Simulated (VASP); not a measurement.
Here is the system:

```
CELL_PARAMETERS angstrom
      2.53075    -6.68759     0.00000
      2.53075     6.68759     0.00000
      0.00000     0.00000     4.98739
ATOMIC_POSITIONS crystal
  Sb 0.56400 0.43600 0.25000
  Sb 0.43600 0.56400 0.75000
  Zr 0.85475 0.14525 0.25000
  Zr 0.14525 0.85475 0.75000
```

Method: LDA (Ceperley-Alder, Perdew-Zunger), VASP's LDA PAW potentials (set 64) (plane waves; VASP 6.6.1). Numerical set-up: 300 eV cut-off, 3×3×3 Γ-centred mesh, Gaussian smearing of 0.10 eV, potentials Sb Zr_sv.

At this cut-off the stress carries a Pulay error, which pulls relaxed volumes low. Unless said otherwise, spin-orbit coupling is left out, though it shifts the bands of the heavy elements here.

### Question
Estimate the energy per atom (σ→0), pressure, band gap (on the k-mesh) with the smallest direct gap where there is one.

### Answer

```json
{
 "band gap (on the k-mesh)": "none (metal, semimetal or under 0.01 eV)",
 "energy per atom (σ→0)": "-5.452 eV/atom",
 "pressure": "-14.43 GPa"
}
```

The structure was generated: ZrSb was put into an ordered model structure, which need not be its known phase. The cell was not relaxed at this level. The k-mesh is coarse (spacing up to 0.44 per Å, 2π included), so the numbers may not be converged in it.
